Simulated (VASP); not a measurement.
## GePd (relaxed from the CsCl structure, space group Pm-3m): computed properties

The numbers are results of r2SCAN meta-GGA, VASP's PBE PAW potentials (set 64) (plane waves; VASP), not measurements.

* **space group**: Pm-3m (221)
* **cell**: a = b = c = 3.134 Å, α = β = γ = 90.00°
* **volume per atom**: 15.39 Å^3/atom
* **band gap (over mesh and band path)**: none (metal, semimetal or under 0.01 eV)
* **density**: 9.66 g/cm³

```yaml
crystal:
  lattice:
    - [3.13399, 0.00000, 0.00000]
    - [0.00000, 3.13399, 0.00000]
    - [0.00000, 0.00000, 3.13399]
  atoms:
    - { symbol: Pd, position: [0.00000, 0.00000, 0.00000] }
    - { symbol: Ge, position: [0.50000, 0.50000, 0.50000] }
```

The structure was generated: GePd was put into the CsCl type (Pm-3m), which need not be its known phase. It was relaxed first. Symmetry was kept, so distortions that lower it aren't found.
